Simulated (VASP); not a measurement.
Given:

```yaml
crystal:
  lattice:
    - [0.00000, 3.29791, 3.29791]
    - [3.29791, 0.00000, 3.29791]
    - [3.29791, 3.29791, 0.00000]
  atoms:
    - { symbol: Hg, position: [0.00000, 0.00000, 0.00000] }
    - { symbol: Te, position: [0.25000, 0.25000, 0.25000] }
```

Computed with rev-vdW-DF2, VASP's PBE PAW potentials (set 64) (plane waves; VASP). Numerical set-up: 520 eV cut-off, Gaussian smearing of 0.050 eV, potentials Hg Te.

Q: Give the energies of bands 2 to 12 at the high-symmetry points, in eV from the Fermi level.

A: 
| band | Γ | X | U | L | W |
|---|---|---|---|---|---|
| 2 | -7.02 | -6.85 | -6.85 | -6.92 | -6.82 |
| 3 | -7.02 | -6.73 | -6.78 | -6.92 | -6.79 |
| 4 | -7.02 | -6.73 | -6.66 | -6.55 | -6.61 |
| 5 | -6.56 | -6.51 | -6.54 | -6.55 | -6.59 |
| 6 | -6.56 | -6.19 | -6.11 | -6.30 | -6.05 |
| 7 | -0.99 | -5.13 | -5.14 | -5.14 | -5.19 |
| 8 | 0.00 | -2.03 | -2.64 | -0.87 | -2.38 |
| 9 | 0.00 | -2.03 | -1.68 | -0.87 | -2.32 |
| 10 | 0.00 | 1.83 | 2.16 | 0.61 | 2.92 |
| 11 | 4.30 | 2.50 | 3.92 | 5.03 | 4.55 |
| 12 | 4.30 | 7.85 | 6.88 | 5.03 | 5.18 |

It has no gap at this level: it comes out as a metal or semimetal.

The compound is HgTe in the zinc blende structure. It was relaxed first, which changed the volume by +6 %.
